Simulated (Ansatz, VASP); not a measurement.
## Cu (Cu(100)) in two plane-wave programs

One calculation is typed for both programs; each brings its own data sets. How far apart do they land? Of the first pair: The cell is taken from a series of runs on this material, whose earlier steps may have relaxed, scaled, displaced or heated it; both programs get it as it stands.

Calculated with Ansatz 0.2.0; plane waves, with VASP 6.6.1 beside it; single point at PBE.

## Step 1: The starting structure

The cell holds 9 atoms: 9 Cu. Cell: a = 2.553 Å, b = 2.553 Å, c = 30.440 Å, α = 90.0°, β = 90.0°, γ = 90.0°. Vacuum lies along c.

## Step 2: VASP: single point, PBE, pair 1

A single point gives forces, pressure and levels at one fixed geometry, so differences don't come from the geometry; what else differs is listed under the comparison.

Lines of VASP's logs that name or quote its potential files are left out, and so is its time.

INCAR reads:

```
SYSTEM = Cu
PREC = Accurate
ENCUT = 520
EDIFF = 1E-06
NELM = 120
ISMEAR = -1
SIGMA = 0.1
LREAL = .FALSE.
ALGO = Normal
GGA = PE
NBANDS = 61
LASPH = .TRUE.
LORBIT = 11
LWAVE = .FALSE.
LCHARG = .FALSE.
ISIF = 2
LDIPOL = .TRUE.
IDIPOL = 3
DIPOL = 0.5 0.5 0.501
LVHAR = .TRUE.
GGA_COMPAT = .FALSE.
NELMDL = -8
KPAR = 2
```

POSCAR reads:

```
Cu
1.0
    2.5526554801      0.0000000000      0.0000000000
    0.0000000000      2.5526554801      0.0000000000
    0.0000000000      0.0000000000     30.4400000000
Cu
9
Direct
    0.0000000000      0.0000000000      0.2628120894
    0.5000000000      0.5000000000      0.3221090670
    0.0000000000      0.0000000000      0.3814060447
    0.5000000000      0.5000000000      0.4407030223
    0.0000000000      0.0000000000      0.5007536102
    0.5000000000      0.5000000000      0.5607673695
    0.0000000000      0.0000000000      0.6208507341
    0.5000000000      0.5000000000      0.6810515440
    0.0000000000      0.0000000000      0.7393096201
```

KPOINTS reads:

```
Automatic mesh
0
Gamma
12 12 1
0 0 0
```

The projector-augmented-wave data sets are Cu (PBE family, release 64).

Run with:

```
$ mpirun -np 2 vasp_std
```

Numbers of over 12 decimals in the logs are rounded to 6 here.

What it wrote:

```text
[banner, memory and clock lines left out]
running    2 mpi-ranks, on    1 nodes
 distrk:  each k-point on    1 cores,    2 groups
 distr:  one band on    1 cores,    1 groups

 POSCAR found type information on POSCAR Cu
 POSCAR found :  1 types and       9 ions
 LDA part: xc-table for (Slater+PW92), standard interpolation
 POSCAR, INCAR and KPOINTS ok, starting setup
 FFT: planning ... GRIDC
 FFT: planning ... GRID_SOFT
 FFT: planning ... GRID
 WAVECAR not read
 entering main loop
       N       E                     dE             d eps       ncg     rms          rms(c)
DAV:   1     0.935661930279E+03    0.93566E+03   -0.43251E+04  3432   0.239E+03
DAV:   2     0.914530082546E+02   -0.84421E+03   -0.81653E+03  3416   0.472E+02
DAV:   3    -0.343734847879E+02   -0.12583E+03   -0.11619E+03  3506   0.227E+02
DAV:   4    -0.399172610289E+02   -0.55438E+01   -0.54779E+01  3817   0.664E+01
DAV:   5    -0.400370394773E+02   -0.11978E+00   -0.11966E+00  3854   0.854E+00
DAV:   6    -0.400421846364E+02   -0.51452E-02   -0.51446E-02  4328   0.140E+00
DAV:   7    -0.400424548134E+02   -0.27018E-03   -0.27017E-03  4722   0.282E-01
DAV:   8    -0.400424609923E+02   -0.61789E-05   -0.61786E-05  4216   0.357E-02    0.223E+01
DAV:   9    -0.356492140720E+02    0.43932E+01   -0.83885E+01  3710   0.128E+02    0.116E+01
DAV:  10    -0.325505860587E+02    0.30986E+01   -0.17119E+01  4028   0.846E+01    0.399E+00
DAV:  11    -0.325572963979E+02   -0.67103E-02   -0.62422E+00  4505   0.618E+01    0.212E+00
DAV:  12    -0.334009305187E+02   -0.84363E+00   -0.10777E+01  4964   0.802E+01    0.506E+00
DAV:  13    -0.324416462998E+02    0.95928E+00   -0.57862E+00  5734   0.505E+01    0.157E+00
DAV:  14    -0.324232760812E+02    0.18370E-01   -0.53632E-01  4764   0.154E+01    0.103E+00
[...]
DAV:  27    -0.324115252591E+02   -0.12478E-04   -0.32013E-06  2410   0.444E-02    0.185E-03
DAV:  28    -0.324115472035E+02   -0.21944E-04   -0.29131E-06  2505   0.230E-02    0.264E-03
DAV:  29    -0.324115561302E+02   -0.89267E-05   -0.15039E-06  2227   0.243E-02    0.136E-03
DAV:  30    -0.324115578984E+02   -0.17682E-05   -0.44542E-07  2284   0.106E-02    0.833E-04
DAV:  31    -0.324115657837E+02   -0.78852E-05   -0.28583E-07  2149   0.991E-03    0.941E-04
DAV:  32    -0.324115696374E+02   -0.38537E-05   -0.27242E-07  2174   0.788E-03    0.727E-04
DAV:  33    -0.324115743033E+02   -0.46660E-05   -0.22738E-07  2128   0.965E-03    0.665E-04
DAV:  34    -0.324115752993E+02   -0.99594E-06   -0.65783E-08  2157   0.512E-03
   1 F= -.32411575E+02 E0= -.32366605E+02  d E =-.899414E-01
```

From OUTCAR (step 2):

```text
ion  position               nearest neighbor table
   1  0.000  0.000  0.263-   2 2.55   2 2.55   2 2.55   2 2.55
   2  0.500  0.500  0.322-   1 2.55   1 2.55   1 2.55   1 2.55   3 2.55   3 2.55   3 2.55   3 2.55

  LATTYP: Found a simple tetragonal cell.
 ALAT       =     2.5526554801
 C/A-ratio  =    11.9248367973

 Subroutine GETGRP returns: Found  8 space group operations
 (whereof  8 operations were pure point group operations)

The static configuration has the point symmetry C_4v.

 Found     28 irreducible k-points:

   k-points           NKPTS =     28   k-points in BZ     NKDIM =     28   number of bands    NBANDS=     61

   dimension x,y,z NGX =    20 NGY =   20 NGZ =  240
   dimension x,y,z NGXF=    40 NGYF=   40 NGZF=  480

   ENCUT  =  520.0 eV  38.22 Ry    6.18 a.u.   4.75  4.75 56.60*2*pi/ulx,y,z

   NELECT =      99.0000    total number of electrons

 k-points in reciprocal lattice and weights: Automatic mesh
   0.00000000  0.00000000  0.00000000       0.007
   0.08333333  0.00000000  0.00000000       0.028
   0.16666667  0.00000000  0.00000000       0.028
   0.25000000  0.00000000  0.00000000       0.028
   0.33333333  0.00000000  0.00000000       0.028
   0.41666667  0.00000000  0.00000000       0.028
   0.50000000  0.00000000  0.00000000       0.014
   0.08333333  0.08333333  0.00000000       0.028
   0.16666667  0.08333333  0.00000000       0.056
[...]
0.50000000  0.41666667  0.00000000       0.028
   0.50000000  0.50000000  0.00000000       0.007

 dipolmoment           0.000000      0.000000     -0.000598 electrons x Angstroem

 average (electrostatic) potential at core
       1 -68.8820       2 -69.3097       3 -69.3007       4 -69.2865       5 -69.2670
       6 -69.2707       7 -69.2696       8 -69.3116       9 -68.9038

 E-fermi :   1.9906

 k-point     1 :       0.0000    0.0000    0.0000
  band No.  band energies     occupation
    ...
     49       0.5062      2.00000
     50       0.5128      2.00000
     51       0.5128      2.00000
     52       0.5194      2.00000
     53       1.4487      1.99118
     54       2.6214      0.00364
     55       3.2536      0.00001
     56       6.2613      0.00000
     57       6.5413      0.00000
     58       7.3950      0.00000
    ...

 k-point     2 :       0.0833    0.0000    0.0000
  band No.  band energies     occupation
    ...
     49       0.4519      2.00000
     50       0.5115      2.00000
     51       0.5286      2.00000
     52       0.7833      1.99999
     53       1.8206      1.69115
     54       2.9556      0.00013
     55       3.6376      0.00000
     56       6.4212      0.00000
     57       6.7060      0.00000
     58       7.5483      0.00000
    ...

 k-point     3 :       0.1667    0.0000    0.0000
  band No.  band energies     occupation
    ...
     48       0.4228      2.00000
     49       0.5062      2.00000
     50       0.5102      2.00000
     51       0.5779      2.00000
     52       1.4092      1.99405
     53       2.5559      0.00699
     54       3.7447      0.00000
     55       4.5611      0.00000
     56       6.8985      0.00000
     57       7.2005      0.00000
    ...

  Total       -0.1425920     -0.1425920      0.4723649      0.0000000      0.0000000      0.0000000
  in kB       -1.1517987     -1.1517987      3.8155678      0.0000000      0.0000000      0.0000000
  external PRESSURE =       0.5039901 kB  Pullay stress =       0.0000000 kB

  energy-cutoff  :      520.00
  volume of cell :      198.35
      direct lattice vectors                 reciprocal lattice vectors
     2.552655480  0.000000000  0.000000000     0.391748909  0.000000000  0.000000000
     0.000000000  2.552655480  0.000000000     0.000000000  0.391748909  0.000000000
     0.000000000  0.000000000 30.440000000     0.000000000  0.000000000  0.032851511

 POSITION                                       TOTAL-FORCE (eV/Angst)
 -----------------------------------------------------------------------------------
      0.00000      0.00000      8.00000        -0.000000     -0.000000      0.086633
      1.27633      1.27633      9.80500         0.000000      0.000000     -0.217036
      0.00000      0.00000     11.61000         0.000000      0.000000      0.007764
      1.27633      1.27633     13.41500         0.000000      0.000000      0.097534
      0.00000      0.00000     15.24294         0.000000      0.000000      0.000972
      1.27633      1.27633     17.06976         0.000000     -0.000000     -0.000216
      0.00000      0.00000     18.89870         0.000000      0.000000      0.000415
      1.27633      1.27633     20.73121         0.000000      0.000000     -0.003172
      0.00000      0.00000     22.50458         0.000000      0.000000      0.027107
 -----------------------------------------------------------------------------------
    total drift:                               -0.000000      0.000000      0.001001

  FREE ENERGIE OF THE ION-ELECTRON SYSTEM (eV)
  ---------------------------------------------------
  free  energy   TOTEN  =       -32.4115752993 eV

  energy  without entropy=      -32.3216339223  energy(sigma->0) =      -32.36660461

 vacuum level on the upper side and lower side of the slab         6.518         6.535

 total charge
# of ion       s       p       d       tot
------------------------------------------
    1        0.441   0.259   9.208   9.909
    2        0.445   0.380   9.174  10.000
    3        0.447   0.387   9.172  10.006
    4        0.447   0.381   9.172  10.000
    5        0.444   0.377   9.172   9.993
    6        0.445   0.376   9.171   9.993
    7        0.442   0.377   9.171   9.991
    8        0.445   0.381   9.174  10.001
    9        0.445   0.265   9.209   9.919
--------------------------------------------------
tot          4.002   3.184  82.626  89.812

[... 3 further parts left out ...]
```

## Step 3: Ansatz: single point, PBE, pair 1

Ansatz runs on its default PAW (the set named soft_2) files.

The same cell, functional, mesh and smearing now go to Ansatz, which takes its cutoff from its data sets.

input.yaml reads:

```yaml
crystal:
  lattice:
    - [2.5526554801, 0.0, 0.0]
    - [0.0, 2.5526554801, 0.0]
    - [0.0, 0.0, 30.44]
  atoms:
    - { symbol: Cu, position: [0.0, 0.0, 0.2628120894] }
    - { symbol: Cu, position: [0.5, 0.5, 0.322109067] }
    - { symbol: Cu, position: [0.0, 0.0, 0.3814060447] }
    - { symbol: Cu, position: [0.5, 0.5, 0.4407030223] }
    - { symbol: Cu, position: [0.0, 0.0, 0.5007536102] }
    - { symbol: Cu, position: [0.5, 0.5, 0.5607673695] }
    - { symbol: Cu, position: [0.0, 0.0, 0.6208507341] }
    - { symbol: Cu, position: [0.5, 0.5, 0.681051544] }
    - { symbol: Cu, position: [0.0, 0.0, 0.7393096201] }
kpoints:
  mp_grid: { grid: [12, 12, 1] }
hamiltonian:
  xc: pbe
scf:
  occupations: { method: fermi_dirac, width: 0.1 }
efield:
  axis: 3
  dipole_correction: true
  ramp_width: 0.05
output:
  forces: true
  write_potential: true
  write_density: true
  volumetric_format: npy
  elf: true
```

Run with:

```
$ ansatz run input.yaml --threads 4 --pin off --max-ram 8192MiB --backend cpu --events-out ev --progress --plain --runs-dir out
```

What it wrote:

```text
Engine: ansatz 0.2.0, aarch64-unknown-linux-gnu
Pseudopotentials: kind: paw
Pseudopotential: Cu, paw, valence charge 19, recommended cutoff 420 eV (normal), Cu.paw.azcp
Functional definition: PBE
  parameter kappa = 0.804
  parameter beta = 0.066725
  exchange = pbe_x(kappa = kappa, mu = beta*pi^2/3)
  correlation = pbe_c(beta = beta)
Crystal: 9 atoms, lattice volume = 198.349 Å³
Basis set: ecut = 420 eV, 3921 PW (Γ), exchange–correlation on 36×36×432 points (8 copies of the dense FFT grid, shifted against one another)
Bands: 103, of which v1, the nominal top of the filled ones, is band 86 counted from 1 (85 counted from 0)
Symmetry: 8 space group operations
Space group: P4mm (ITA 99), of the structure as read, at distance tolerance 5.8e-5 Å
k-points: 28 of 144
Non-local potential: Cu, projectors of the file, l = 0: 3, l = 1: 2, l = 2: 3, l = 3: 1
PAW form: soft (Blöchl's): semilocal exchange-correlation on the pseudo side does not see the compensation charge
PAW one-centre angular grid: Cu, 590 points (default); XC on 64 Gauss nodes
Initial density: superposition of atomic densities (neutral atoms: chi_scale 0, normalization atom), corrected by the library's trained network
Initial wavefunctions: pseudopotential atomic-orbital guess
Functional: x = pbe(κ = 0.804, μ = 0.219515), c = pbe(β = 0.066725)
SCF iter   1: F=—  HF=-59625.396229 eV  |F-HF|=—  |Δ(HF+E_count)|=         —  Δρ=2.37e-3  dr2=1.33e-1  ethr=1.77e-3  p=0.001 e·Å  D=7.80e-4 V/Å  ΔV_dip=-0.02 eV  dr2_dipole=6.53e-4  V_vac-E_F(+/−)=4.39/4.42 eV  ⟨swp⟩=6.5  Hψ=11397  notcnv=0  defer=74
efield: sawtooth ramp at fractional position 0.9761 (placed from the atoms, in the widest stretch of the axis that holds none; the zero of the levels goes with the place), width 0.0500; the density the first Hamiltonian is built on has a dipole p = 0.001 e·Å; the dipole correction subtracts the counter field D = 7.80e-4 V/Å, which shifts the + side's vacuum level by -0.02 eV against the − side's; the planar-averaged density in the ramp window peaks in size at 5.8e-5 e/Å³
preconditioner: auto → LDOS  [metal: Δε(μ)=0.079 eV  Ē_g=8.943 eV  σ=0.100 eV  W_gap=0.19  n_scr=60 (ndim 8)  ℏωp=26.2 eV  f_vac=0.438  D(μ)=2.73/eV (n_scr^D=14)  β→1.0]
SCF iter   2: F=—  HF=-59625.395953 eV  |F-HF|=—  |Δ(HF+E_count)|=   2.77e-4  Δρ=2.23e-3  dr2=9.16e-3  ethr=7.80e-5  p=0.001 e·Å  D=5.42e-4 V/Å  ΔV_dip=-0.02 eV  dr2_dipole=3.93e-7  V_vac-E_F(+/−)=4.57/4.58 eV  ⟨swp⟩=2.3  Hψ=3825  notcnv=0  defer=152
SCF iter   3: F=—  HF=-59625.396366 eV  |F-HF|=—  |Δ(HF+E_count)|=   4.14e-4  Δρ=2.07e-3  dr2=5.57e-3  ethr=5.36e-6  p=0.001 e·Å  D=4.92e-4 V/Å  ΔV_dip=-0.01 eV  dr2_dipole=3.51e-6  V_vac-E_F(+/−)=4.53/4.55 eV  ⟨swp⟩=2.1  Hψ=4499  notcnv=0  defer=152
SCF iter   4: F=—  HF=-59625.395505 eV  |F-HF|=—  |Δ(HF+E_count)|=   8.61e-4  Δρ=3.98e-4  dr2=2.51e-4  ethr=3.26e-6  p=0.001 e·Å  D=5.46e-4 V/Å  ΔV_dip=-0.02 eV  dr2_dipole=8.41e-7  V_vac-E_F(+/−)=4.54/4.55 eV  ⟨swp⟩=2.0  Hψ=3985  notcnv=0  defer=152
SCF iter   5: F=—  HF=-59625.395493 eV  |F-HF|=—  |Δ(HF+E_count)|=   1.28e-5  Δρ=1.52e-4  dr2=3.81e-5  ethr=1.47e-7  p=0.001 e·Å  D=5.36e-4 V/Å  ΔV_dip=-0.02 eV  dr2_dipole=3.35e-8  V_vac-E_F(+/−)=4.54/4.56 eV  ⟨swp⟩=3.0  Hψ=4917  notcnv=0  defer=152
SCF iter   6: F=—  HF=-59625.395700 eV  |F-HF|=—  |Δ(HF+E_count)|=   2.07e-4  Δρ=8.27e-5  dr2=1.21e-5  ethr=2.23e-8  p=0.001 e·Å  D=5.39e-4 V/Å  ΔV_dip=-0.02 eV  dr2_dipole=1.34e-8  V_vac-E_F(+/−)=4.55/4.56 eV  ⟨swp⟩=2.0  Hψ=4014  notcnv=0  defer=152
SCF iter   7: F=—  HF=-59625.395703 eV  |F-HF|=—  |Δ(HF+E_count)|=   3.91e-6  Δρ=1.84e-5  dr2=7.77e-7  ethr=7.07e-9  p=0.001 e·Å  D=5.37e-4 V/Å  ΔV_dip=-0.02 eV  dr2_dipole=2.46e-9  V_vac-E_F(+/−)=4.55/4.57 eV  ⟨swp⟩=2.1  Hψ=3841  notcnv=0  defer=152
SCF iter   8: F=—  HF=-59625.395704 eV  |F-HF|=—  |Δ(HF+E_count)|=   1.05e-7  Δρ=9.51e-6  dr2=1.50e-7  ethr=4.54e-10  p=0.001 e·Å  D=5.38e-4 V/Å  ΔV_dip=-0.02 eV  dr2_dipole=1.12e-9  V_vac-E_F(+/−)=4.55/4.57 eV  ⟨swp⟩=2.0  Hψ=4128  notcnv=0  defer=152
SCF iter   9: F=-59625.395704 eV  HF=-59625.395704 eV  |F-HF|=9.41e-9  |Δ(HF+E_count)|=   2.48e-7  Δρ=5.48e-6  dr2=5.85e-8  ethr=5.85e-11  p=0.001 e·Å  D=5.37e-4 V/Å  ΔV_dip=-0.02 eV  dr2_dipole=6.60e-10  V_vac-E_F(+/−)=4.55/4.57 eV  ⟨swp⟩=18.6  Hψ=25750  notcnv=0
SCF 1 converged in 9 iterations: F = -59625.395704 eV  dr2 = 5.85e-8
  greatest PAW one-centre occupation: 1.000 electrons in one spin orbital (limit 2), on the Cu atom at site 0 (counted from 0), in its partial waves of l = 0
WARN: The output density's exchange-correlation potential varies sharply where the density is thin. Do not read a vacuum level from v_tot or v_xc, or from such a field of the output density. On a cell that repeats whose density bears no net charge and no dipole along the vacuum's axis use v_es (v_loc + v_h of the components); under efield.dipole_correction with no amplitude use v_es + v_field, which holds any externa [...]
SCF converged after 9 iterations
Free energy (F): -59625.395704 eV
Harris-Foulkes:  -59625.395704 eV  (|F-HF|=9.41e-9)
Internal energy: -59625.304154 eV  (E = F + TS)
E sigma→0 (E₀):  -59625.349929 eV
Entropy (-TS):   -0.091550 eV (-10.172 meV/atom)
Fermi energy:    6.901525 eV
Dipole field:    D = 0.000503 V/Å  (p = 0.000551 e·Å, saw-weighted, corrected)
Work function:   Φ+ = 4.5522 eV   Φ− = 4.5675 eV
Levels:          The Fermi level and band energies are counted from a zero that moves with the ramp; work functions are not
--- Per-component energies (eV) ---
  E_band       = -4902.546229
  E_kinetic    = 2697.848961
  E_local      = -482373.535333  (includes V_loc(G=0)·N_el)
  E_nonlocal   = 3515.857520
  E_hartree    = 238186.291510
  E_xc         = -802.915514
  E_vxc        = -1035.853479  (∫ρ·V_xc dr)
  E_paw        = -14972.892753  (= ΣΔE_a)
  E_vpaw       = -4079.552551  (= ΣTr[D̂ρ^β])
  E_aug_tail   = 0.002470  (compensation charges beyond the density's cutoff)
  E_efield     = 0.000000  (sawtooth field / dipole correction)
  E_vefield    = -0.000062  (∫n·V_field dr)
  E_ewald      = 194124.038986
  E_smearing   = -0.091550  (= −TS)
  E_closure    = -0.000000  (closes the sum)
  Σ components = -59625.395704   (vs F -59625.395704, Δ=0.00e0)
--- Forces (eV/Å), atoms counted from 1 ---
  atom   1  Cu     0.00000000     0.00000000     0.11079554
  atom   2  Cu     0.00000000     0.00000000    -0.21792340
  atom   3  Cu     0.00000000     0.00000000     0.00723959
  atom   4  Cu     0.00000000     0.00000000     0.09700165
  atom   5  Cu    -0.00000000     0.00000000    -0.00021544
  atom   6  Cu    -0.00000000     0.00000000    -0.00013660
  atom   7  Cu    -0.00000000     0.00000000     0.00058408
  atom   8  Cu    -0.00000000     0.00000000     0.00022759
  atom   9  Cu    -0.00000000     0.00000000     0.00243548
  max |Σ_I F_I| component: 8.49e-6 eV/Å
--- Band table (eV; the first three rows and the last of 28) ---
  k-point 0: bands = [... 82 lower, 5.4135, 5.4135, 5.4552, 5.4638, 5.4638, 5.4683, 6.3369, 7.5094, ... 13 higher]
  k-point 1: bands = [... 82 lower, 5.3263, 5.3933, 5.4008, 5.4612, 5.4790, 5.7016, 6.7199, 7.8494, ... 13 higher]
  k-point 2: bands = [... 82 lower, 5.3386, 5.3728, 5.4563, 5.4604, 5.5076, 6.3258, 7.4609, 8.6452, ... 13 higher]
  k-point 27: bands = [... 82 lower, 8.7053, 9.4289, 9.4289, 10.4569, 10.4569, 11.6620, 11.6620, 13.0204, ... 13 higher]
```

The column dr2 measures how far the density is from self-consistency, as an energy; F and HF (Harris–Foulkes) agree once it is small.

## Step 4: Side by side

Known differences besides the potentials themselves: the data sets hold 171 valence electrons in Ansatz (on its default PAW (the set named soft_2) files) and 99 in VASP; the cutoff is 420 eV in Ansatz and 520 eV in VASP. Total energies have different zeros and are not compared.

The two programs side by side:

```csv
quantity,Ansatz,VASP,difference
"work function, lower of the two faces (eV)",4.55,4.53,+0.02
"work function, higher of the two faces (eV)",4.57,4.54,+0.02
```

Forces (eV/Å; atoms numbered as in POSCAR):

```csv
atom,"Ansatz x, y, z","VASP x, y, z"
Cu1,"0.000, 0.000, 0.111","0.000, 0.000, 0.087"
Cu2,"0.000, 0.000, -0.218","0.000, 0.000, -0.217"
Cu3,"0.000, 0.000, 0.007","0.000, 0.000, 0.008"
Cu4,"0.000, 0.000, 0.097","0.000, 0.000, 0.098"
Cu5,"0.000, 0.000, 0.000","0.000, 0.000, 0.001"
Cu6,"0.000, 0.000, 0.000","0.000, 0.000, 0.000"
Cu7,"0.000, 0.000, 0.001","0.000, 0.000, 0.000"
Cu8,"0.000, 0.000, 0.000","0.000, 0.000, -0.003"
Cu9,"0.000, 0.000, 0.002","0.000, 0.000, 0.027"
```

The forces differ by 6.7 meV/Å r.m.s., which is 13.6 % of the r.m.s. force of 0.049 eV/Å (both taken over all components). With vacuum in the cell, a pressure given here is an average over mostly empty space and none of the material.

[end of part 1 of 2]

[Lines on the potential files, build, host, timing and source positions are cut from VASP's logs without a mark.]

[Logs are printed without paths, hosts, clocks, repeated set-up lines and the standing remarks that a program may print on its own settings, such as how far it seeks lower states.]

[Hosts, paths, dates, database ids (printed as entryN), source tags and the programs' standing remarks are cut or masked in the printed files.]
